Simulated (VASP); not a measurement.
Write the native input for VASP 6.6.1 that does the following.

```
Task                   : single point
Functional             : LDA
Potentials or basis    : VASP PAW LDA potentials, release 64 (Tl_d, I, O)
Cutoff                 : 520 eV
k mesh                 : 4 × 4 × 4
Occupations            : fermi-dirac, width 0.05 eV
Spin                   : no spin polarisation
Dipole correction      : no
Further INCAR settings : ALGO = Fast; EDIFF = 1e-06; NBANDS = 27
```

The structure of TlIO3 lies in POSCAR:

```
TlIO3
1.0
    4.1631185686      0.0000000000      0.0000000000
    0.0000000000      4.1631185686      0.0000000000
    0.0000000000      0.0000000000      4.1631185686
Tl I O
1 1 3
Direct
    0.0000000000      0.0000000000      0.0000000000
    0.5000000000      0.5000000000      0.5000000000
    0.5000000000      0.0000000000      0.5000000000
    0.5000000000      0.5000000000      0.0000000000
    0.0000000000      0.5000000000      0.5000000000
```

The cell comes from a database or a generator and needn't be the stable form of this composition.

The input as run:

INCAR

```
PREC = Accurate
ENCUT = 520
EDIFF = 1E-6
ISMEAR = -1
SIGMA = 0.05
LREAL = F
LASPH = T
NELM = 100
ALGO = Fast
ISIF = 2
LWAVE = F
LCHARG = T
LELF = T
LVHAR = T
NBANDS = 27
```

KPOINTS

```
Automatic mesh
0
Gamma
  4 4 4
```

Potentials or basis: VASP PAW LDA potentials, release 64 (Tl_d, I, O).

Run with:

```bash
$ cat potpaw_LDA.64/Tl_d/POTCAR potpaw_LDA.64/I/POTCAR potpaw_LDA.64/O/POTCAR > POTCAR
$ mpirun -np 1 vasp_std > vasp.out
```

Results of the run:

```json
{"Pressure": "-0.4 GPa", "Band gap on the k mesh": "none (metal or under the smearing width)"}
```

Caveat: the k mesh is coarse (spacing up to 0.38 Å⁻¹), so the values aren't converged.

It took 20 s on 1 thread of Intel(R) Xeon(R) Platinum 8488C (Sapphire Rapids), with other jobs on the host, peak memory 0.16 GiB.
